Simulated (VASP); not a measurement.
Given:

```yaml
crystal:
  lattice:
    - [0.00000, 3.10634, 3.10634]
    - [3.10634, 0.00000, 3.10634]
    - [3.10634, 3.10634, 0.00000]
  atoms:
    - { symbol: Pb, position: [0.00000, 0.00000, 0.00000] }
    - { symbol: Se, position: [0.50000, 0.50000, 0.50000] }
```

Computed with PBE GGA, VASP's PBE PAW potentials (set 64) (plane waves; VASP). Run with 500 eV cut-off, 7×7×7 Γ-centred mesh, Gaussian smearing of 0.050 eV, potentials Pb_d Se.

### Question
What does the run give for the energy per atom (σ→0)?

### Answer

```json
{
 "energy per atom (σ→0)": "-4.100 eV/atom"
}
```

The compound is PbSe in the rock salt structure. It was relaxed first.
